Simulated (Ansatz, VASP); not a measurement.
# Cross-check of As between VASP and Ansatz, part 2 of 2

One calculation is typed for both programs; each brings its own data sets. How far apart do they land? Of the first pair: The structure shown is the start of the Ansatz relaxation below; VASP solves that cell, so the two are compared at the walk's first step.

VASP 6.6.1 and Ansatz 0.2.0.

So far. Step 4 (Differences): The forces differ by 103 meV/Å r.m.s., which is 9.7 % of the r.m.s. force of 1.054 eV/Å (both taken over all components). With vacuum in the cell, a pressure given here is an average over mostly empty space and none of the material.

### Step 6. Ansatz: relaxation, PBEsol

Level of this step: Ansatz beside VASP: Kohn-Sham DFT, plane waves, PBEsol (Ansatz).

This run makes the geometry at which the two programs are then compared.

The structure compared here is the end of the Ansatz relaxation.

input.yaml

```yaml
crystal:
  lattice:
    - [3.4478941, 0.0, 0.0]
    - [-1.72394705, 2.9859638802, 0.0]
    - [0.0, 0.0, 29.8]
  atoms:
    - { symbol: As, position: [0.3333333333, 0.6666666667, 0.4780566795] }
    - { symbol: As, position: [0.6666666667, 0.3333333333, 0.5219433205] }
  periodic: [true, true, false]
kpoints:
  mp_grid: { grid: [9, 9, 1] }
hamiltonian:
  xc: pbesol
  pseudopotentials: { kind: paw, azcp: { folder: soft_1 }, xc_functional: pbe }
scf:
  occupations: { method: fermi_dirac, width: 0.02 }
relax:
  f_tol: 0.01
  max_steps: 100
  cell: {}
```

Started as:

```
> ansatz run input.yaml --threads 4 --pin off --max-ram 17510MiB --backend cpu --events-out ev --progress --plain --runs-dir out
```

Numbers of over 12 decimals in the logs are rounded to 6 here.

Output:

```text
[...]
Crystal: 2 atoms, lattice volume = 306.800 Å³
Basis set: ecut = 420 eV, 5943 PW (Γ), exchange–correlation on 48×48×400 points (8 copies of the dense FFT grid, shifted against one another)
Bands: 19, of which v1, the nominal top of the filled ones, is band 15 counted from 1 (14 counted from 0)
Symmetry: 12 space group operations
[...]
k-points: 12 of 81
[...]
-0.000000       0.008517      -0.000000
        0.000000      -0.000000       0.000000
  P = ½ c Tr σ = 0.0085 N/m
--- Relaxed structure (5 steps of the walk, 5 accepted, 1 SCFs on fresh bases) ---
[...]
cell:  # Å, volume = 324.2022 Å³
    - [3.544333, 0, 0]
    - [-1.772166, 3.069482, 0]
    - [0, 0, 29.8]
  atoms:
    - { symbol: As, position: [0.333333, 0.666667, 0.476692] }
    - { symbol: As, position: [0.666667, 0.333333, 0.523308] }
[key lines of the parts left out:]
SCF converged after 5 iterations
Free energy (F): -9625.858388 eV
Fermi energy:    -4.570317 eV
```

### Step 7. VASP: single point, PBEsol, relaxed cell, pair 2

The same cell, functional, mesh and smearing now go to VASP, with its own data sets.

INCAR

```
SYSTEM = As
PREC = Accurate
ENCUT = 400
EDIFF = 1E-06
NELM = 120
ISMEAR = -1
SIGMA = 0.02
LREAL = .FALSE.
ALGO = Normal
GGA = PS
NBANDS = 11
LORBIT = 11
LWAVE = .FALSE.
LCHARG = .FALSE.
ISIF = 2
LDIPOL = .TRUE.
IDIPOL = 3
DIPOL = 0.5 0.5 0.5
LVHAR = .TRUE.
LASPH = .TRUE.
GGA_COMPAT = .FALSE.
EFERMI = MIDGAP
NELMDL = -8
```

POSCAR

```
As
1.0
    3.5443329079      0.0000000000      0.0000000000
   -1.7721664539      3.0694823377      0.0000000000
    0.0000000000      0.0000000000     29.8000000000
As
2
Direct
    0.3333333333      0.6666666667      0.4766917627
    0.6666666666      0.3333333334      0.5233082373
```

KPOINTS

```
Automatic mesh
0
Gamma
9 9 1
0 0 0
```

The projector-augmented-wave data sets are As (PBE family, release 64).

Started as:

```
> mpirun -np 1 vasp_std
```

Output:

```text
[banner, memory and clock lines left out]
running    1 mpi-ranks, on    1 nodes
[...]
[... a notice as in an earlier step ...]

 LDA part: xc-table for (Slater+PW92), standard interpolation
 POSCAR, INCAR and KPOINTS ok, starting setup
[...]
entering main loop
       N       E                     dE             d eps       ncg     rms          rms(c)
DAV:   1     0.609442936756E+02    0.60944E+02   -0.25366E+03   264   0.473E+02
DAV:   2    -0.427254616470E+01   -0.65217E+02   -0.57551E+02   459   0.875E+01
DAV:   3    -0.100312832061E+02   -0.57587E+01   -0.57480E+01   375   0.374E+01
DAV:   4    -0.100952536765E+02   -0.63970E-01   -0.63926E-01   377   0.463E+00
[...]
DAV:  21    -0.100084086425E+02   -0.19073E-05   -0.44312E-08   294   0.496E-04    0.125E-04
DAV:  22    -0.100084097297E+02   -0.10873E-05   -0.16953E-08   283   0.385E-04    0.447E-05
DAV:  23    -0.100084099643E+02   -0.23453E-06   -0.12573E-09   263   0.129E-04
   1 F= -.10008410E+02 E0= -.10008410E+02  d E =-.815737E-17
```

From OUTCAR (step 7):

```text
  Total        0.1175419      0.1175419      0.1510496      0.0000000     -0.0000000      0.0000000
  in kB        0.5808813      0.5808813      0.7464731      0.0000000     -0.0000000      0.0000000
  external PRESSURE =       0.6360786 kB  Pullay stress =       0.0000000 kB

 POSITION                                       TOTAL-FORCE (eV/Angst)
 -----------------------------------------------------------------------------------
     -0.00000      2.04632     14.20541        -0.000000     -0.000000     -0.114274
      1.77217      1.02316     15.59459         0.000000      0.000000      0.114274
 -----------------------------------------------------------------------------------
    total drift:                                0.000000     -0.000000     -0.000000

  FREE ENERGIE OF THE ION-ELECTRON SYSTEM (eV)
  ---------------------------------------------------
  free  energy   TOTEN  =       -10.0084099643 eV

  energy  without entropy=      -10.0084099643  energy(sigma->0) =      -10.00840996

[... 1 part as in an earlier step ...]

[... 2 further parts left out ...]
[key lines of the parts left out:]
E-fermi :  -3.2858
```

### Step 8. Side by side

What differs besides the data sets and the points named for the pairs above, as far as they apply: the data sets hold 30 valence electrons in Ansatz (on its PAW soft_1 files) and 10 in VASP. Total energies have different zeros and are not compared.

The two programs side by side:

| quantity | Ansatz | VASP | difference |
| --- | --- | --- | --- |
| gap on the k mesh (eV) | 1.484 | 1.487 | -0.004 |

Forces (eV/Å; atoms numbered as in POSCAR):

| atom | Ansatz x, y, z | VASP x, y, z |
| --- | --- | --- |
| As1 | 0.000, 0.000, 0.000 | 0.000, 0.000, -0.114 |
| As2 | 0.000, 0.000, 0.000 | 0.000, 0.000, 0.114 |

The forces differ by 66 meV/Å r.m.s., where the r.m.s. force is 0.000 eV/Å in Ansatz and 0.066 eV/Å in VASP: the atoms lie near their places of rest in Ansatz, so a percentage would say little (all taken over all components). A gap on the mesh is an upper bound, since the band edges may lie between its points. With vacuum in the cell, a pressure given here is an average over mostly empty space and none of the material.

### Step 9. Results

| Quantity | Value |
| --- | --- |
| r.m.s. force difference (single point, PBEsol, start cell, pair 1) | 9.7 % of the r.m.s. force |
| r.m.s. force difference (single point, PBEsol, relaxed cell, pair 2) | 66 meV/Å |

What this shows: The r.m.s. force difference is 66 meV/Å (single point, PBEsol, relaxed cell, pair 2), beyond the 12 meV/Å picked in this series as the mark of a large difference. The data sets hold unlike numbers of valence electrons (30 in Ansatz and 10 in VASP), so part of the differences comes from the potentials. Single point, PBEsol, start cell, pair 1, VASP with the data sets As_d and a cutoff of 520 eV: r.m.s. force difference goes from 103 to 13 meV/Å. What causes the difference of the single point, PBEsol, relaxed cell, pair 2 pair stays open here. How closely two codes agree says nothing of how well the functional describes the real material.

[Lines on the potential files, build, host, timing and source positions are cut from VASP's logs without a mark.]

[Logs are printed without paths, hosts, clocks, repeated set-up lines and the standing remarks that a program may print on its own settings, such as how far it seeks lower states.]

[Hosts, paths, dates, database ids (printed as entryN), source tags and the programs' standing remarks are cut or masked in the printed files.]
